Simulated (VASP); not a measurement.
Crystal: Al4B3P.

```xyz
8
Lattice="0.0000 3.7387 3.7387 3.7387 0.0000 3.7387 3.7387 3.7387 0.0000" Properties=species:S:1:pos:R:3 pbc="T T T"
Al    2.8081    0.9305    2.8081
Al    0.9305    0.9305    0.9305
Al    0.9305    2.8081    2.8081
Al    2.8081    2.8081    0.9305
B     1.8693    1.8693    1.8693
B     0.0000    0.0000    0.0000
B     5.6080    5.6080    5.6080
P     3.7387    3.7387    3.7387
```

The cell was built by a generator and needn't be a form met in nature.

- Program: VASP 6.6.1
- Task: relaxation of cell and atoms
- Functional: PBE
- Potentials or basis: VASP PAW PBE potentials, release 64 (Al, B, P)
- Cutoff: 520 eV
- k mesh: 3 × 3 × 3
- Occupations: gaussian, width 0.15 eV
- Spin: no spin polarisation

At the start: pressure 68.7 GPa; volume 13.06 Å³/atom.

Q: How do energy, volume and symmetry change on relaxing?

A: Over 7 steps the energy falls by 1308.5 meV/atom and the volume is 22.32 Å³/atom (+70.9 %); space group F-43m (No. 216, to 0.05 Å).

The path:
| step | energy change (eV) | largest force (eV/Å) | pressure (GPa) | volume (Å³) |
| --- | --- | --- | --- | --- |
| 1 | 0.0000 | 0.7276 | 68.70 | 104.51 |
| 2 | -9.6525 | 0.6719 | -6.00 | 214.21 |
| 3 | -10.4206 | 0.7303 | 1.36 | 174.50 |
| 4 | -10.4342 | 0.7325 | -0.18 | 179.84 |
| 5 | -10.4351 | 0.7311 | 0.29 | 178.06 |
| 6 | -10.4602 | 0.3843 | 0.02 | 178.85 |
| 7 | -10.4681 | 0.0165 | 0.09 | 178.59 |

Final structure:
```
Al B P
1.0
     0.00000    4.46965    4.46965
     4.46965    0.00000    4.46965
     4.46965    4.46965    0.00000
Al B P
4 3 1
Direct
  0.12512 0.62465 0.12512
  0.12512 0.12512 0.12512
  0.62465 0.12512 0.12512
  0.12512 0.12512 0.62465
  0.25000 0.25000 0.25000
  0.00000 0.00000 0.00000
  0.75000 0.75000 0.75000
  0.50000 0.50000 0.50000
```

Caveat: the k mesh is coarse (spacing up to 0.49 Å⁻¹), so the values aren't converged; the volume moved by over 15 % at a fixed basis, so the end points are rough.
